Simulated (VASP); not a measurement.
```xyz
4
Lattice="2.0842 -3.6100 0.0000 2.0842 3.6100 0.0000 0.0000 0.0000 6.7690" Properties=species:S:1:pos:R:3 pbc="T T T"
Cd     2.0842    -1.2033     3.3844
Cd     2.0842     1.2033     6.7689
S      2.0842    -1.2033     5.9365
S      2.0842     1.2033     2.5520
```

Computed with MS2 meta-GGA, VASP's PBE PAW potentials (set 64) (plane waves; VASP). Run with 520 eV cut-off, 6×6×3 Γ-centred mesh, Gaussian smearing of 0.050 eV, potentials Cd S.

Q: Predict the energy per atom (σ→0), band gap (on the k-mesh) with the smallest direct gap where there is one.

A: 
| Quantity | Result |
|---|---|
| band gap (on the k-mesh) | 1.52 eV |
| smallest direct gap (on the k-mesh) | 1.52 eV |
| energy per atom (σ→0) | -377.7 kJ/mol-atom |

The compound is CdS in the wurtzite structure. It was relaxed first. The start is the result of an earlier pass.
